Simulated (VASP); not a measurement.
Given:

```yaml
crystal:
  lattice:
    - [3.92000, 0.00000, 0.00000]
    - [0.00000, 3.92000, 0.00000]
    - [0.00000, 0.00000, 3.92000]
  atoms:
    - { symbol: Ti, position: [0.00000, 0.00000, 0.00000] }
    - { symbol: Pt, position: [0.00000, 0.50000, 0.50000] }
    - { symbol: Pt, position: [0.50000, 0.00000, 0.50000] }
    - { symbol: Pt, position: [0.50000, 0.50000, 0.00000] }
```

All values below come from PBE GGA, VASP's PBE PAW potentials (set 64) (plane waves; VASP 6.6.1). Run with 400 eV cut-off, 7×7×7 Γ-centred mesh, first-order Methfessel-Paxton smearing of 0.10 eV, potentials Ti_sv Pt.

Unless said otherwise, spin-orbit coupling is left out, though it shifts the bands of the heavy elements here.

Problem. Predict the energy per atom (σ→0), pressure, band gap (on the k-mesh) with the smallest direct gap where there is one.

Solution. 
```yaml
band gap (on the k-mesh): none (metal, semimetal or under 0.01 eV)
energy per atom (σ→0): -712.1 kJ/mol of atoms
pressure: 4.80 GPa
```

Only differences to runs with the same potentials and settings are physical.

The compound is Pt3Ti in the L1_2 structure. The cell was not relaxed at this level.
